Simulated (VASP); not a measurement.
Here is the system:

```
CuCl
1.0
    0.00000     2.79999     2.79999
    2.79999     0.00000     2.79999
    2.79999     2.79999     0.00000
Cu Cl
1 1
Direct
  0.00000   0.00000   0.00000
  0.25000   0.25000   0.25000
```

Level of theory: vdW-DF2, VASP's PBE PAW potentials (set 64) (plane waves; VASP 6.6.1). Settings: 520 eV cut-off, Gaussian smearing of 0.050 eV, potentials Cu Cl.

Question: Predict the band gap (along the path) with the smallest direct gap where there is one.

Answer: 
- band gap (along the path): 0.36 eV
- smallest direct gap (along the path): 0.36 eV

The absolute energy has meaning only against runs of the same code, potentials and settings.

The compound is CuCl in the zinc blende structure. It was relaxed first, which changed the volume by +11 %.
